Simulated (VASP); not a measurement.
VASP ran on this input.

### KPOINTS
```
Automatic mesh
0
Gamma
3 3 2
0 0 0
```

### INCAR
```
SYSTEM=RbSb2
PREC=Accurate; ENCUT=300; LREAL=.FALSE.
LASPH=.TRUE.
EDIFF=1E-6; NELM=100; ALGO=Normal
LMAXMIX=4
ISMEAR=-1; SIGMA=0.05
GGA=PS
ISIF=2
LWAVE=.FALSE.; LCHARG=.FALSE.
```

**POSCAR**
```
RbSb2
1
    7.0700450000    -2.1011800000     0.0000000000
    7.0700450000     2.1011800000     0.0000000000
   -2.3264200000     0.0000000000     8.4065730000
Rb Sb
2 4
Direct
  0.8283760000   0.8365820000   0.2942060000
  0.1580720000   0.1856890000   0.7062250000
  0.5468150000   0.5727150000   0.3105260000
  0.4564210000   0.4174670000   0.6857150000
  0.9180080000   0.8866880000   0.8856040000
  0.0923070000   0.1008590000   0.1177240000
```

POTCAR, in this order: Rb_sv Sb (PBE.64 set). Program: vasp_std.

Q: Translate this PBEsol calculation to Quantum ESPRESSO's pw.x.

A: One equivalent input (not run):
```
&CONTROL
  calculation = 'scf'
  pseudo_dir = './pseudo'
  outdir = './out'
  tprnfor = .true.
  tstress = .true.
/
&SYSTEM
  ibrav = 0
  nat = 6
  ntyp = 2
  ecutwfc = 80
  occupations = 'smearing'
  smearing = 'fermi-dirac'
  degauss = 0.003675
  input_dft = 'pbesol'
/
&ELECTRONS
  conv_thr = 7.3e-08
  electron_maxstep = 100
/
ATOMIC_SPECIES
  Rb 85.468 Rb.upf
  Sb 121.760 Sb.upf
CELL_PARAMETERS angstrom
     7.0700450   -2.1011800    0.0000000
     7.0700450    2.1011800    0.0000000
    -2.3264200    0.0000000    8.4065730
ATOMIC_POSITIONS crystal
  Rb   0.8283760  0.8365820  0.2942060
  Rb   0.1580720  0.1856890  0.7062250
  Sb   0.5468150  0.5727150  0.3105260
  Sb   0.4564210  0.4174670  0.6857150
  Sb   0.9180080  0.8866880  0.8856040
  Sb   0.0923070  0.1008590  0.1177240
K_POINTS automatic
  3 3 2 0 0 0
```
The two are equivalent in intent, not identical: the potentials are each code's own (VASP's PAW set, PseudoDojo norm-conserving files in pw.x), so ENCUT and ecutwfc are chosen apart and not converted; conv_thr bounds pw.x's estimated SCF error, while EDIFF bounds the energy change between steps.

The structure comes from a computed database's RbSb2 entry; how it stands against other phases isn't given here. The cell was not relaxed at this level, atoms are displaced from their ideal sites. The k-mesh is coarse (spacing up to 0.52 per Å, 2π included), so the numbers may not be converged in it. The run is one of a series of settings (GGA = PS, POTCAR Rb_sv Sb (PBE.64 set) against the base run), some of them coarse on purpose.
